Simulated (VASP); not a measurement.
Data:

```yaml
crystal:
  lattice:
    - [0.00000, 3.17318, 3.17318]
    - [3.17318, 0.00000, 3.17318]
    - [3.17318, 3.17318, 0.00000]
  atoms:
    - { symbol: Mg, position: [0.25000, 0.25000, 0.25000] }
    - { symbol: Mg, position: [0.75000, 0.75000, 0.75000] }
    - { symbol: Si, position: [0.00000, 0.00000, 0.00000] }
```

Method: vdW-DF-cx, VASP's PBE PAW potentials (set 64) (plane waves; VASP 6.6.1). Numerical set-up: 520 eV cut-off, 7×7×7 Γ-centred mesh, tetrahedra with Blöchl corrections, potentials Mg Si.

Problem. Predict the energy per atom (σ→0).

Solution. 
```json
{
 "energy per atom (σ→0)": "-1.740 eV/atom"
}
```

The compound is Mg2Si in the antifluorite structure. It was relaxed first.
